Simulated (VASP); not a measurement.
Energy against volume of BN (zinc blende). Computed with TPSS meta-GGA, VASP's PBE PAW potentials (set 64) (plane waves; VASP 6.6.1). Settings: 520 eV cut-off, 12×12×12 Γ-centred mesh, Gaussian smearing of 0.050 eV, potentials B N.

| V (Å³/atom) | E (eV/atom) |
|---|---|
| 5.776 | -10.23556 |
| 5.955 | -10.24253 |
| 6.133 | -10.23691 |
| 6.312 | -10.22032 |

Question: Fit these four points and predict the energy of the run at 5.597 Å³/atom.

Answer: A cubic in V^(−2/3), the third-order Birch-Murnaghan form, passes through the four points with V0 = 5.96 Å³/atom and B0 = 375 GPa, and gives -10.2140 eV/atom there. The run gave -10.2141 eV/atom, -0.1 meV/atom from the fit; all five points give B0 = 375 GPa.

The compound is BN in the zinc blende structure. It was relaxed first.
